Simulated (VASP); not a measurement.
Given:

```
CELL_PARAMETERS angstrom
      0.00000     1.12905     1.12905
      1.12905     0.00000     1.12905
      1.12905     1.12905     0.00000
ATOMIC_POSITIONS crystal
  H  0.00000 0.00000 0.00000
```

The numbers are results of r2SCAN meta-GGA, VASP's PBE PAW potentials (set 64) (plane waves; VASP 6.6.1), not measurements. Numerical set-up: 400 eV cut-off, 31×31×31 Γ-centred mesh, tetrahedra with Blöchl corrections, potentials H.

### Question
Give the energies of bands 1 to 1 at the high-symmetry points, in eV from the Fermi level.

### Answer

| band | Γ | X | U | L | W |
|---|---|---|---|---|---|
| 1 | -17.95 | 8.24 | 9.27 | 1.19 | 10.86 |

It has no gap at this level: it comes out as a metal or semimetal.

The structure comes from a measured H entry (Fm-3m) of the Crystallography Open Database, whose conditions weren't checked. It was relaxed first, which changed the volume by -91 %.
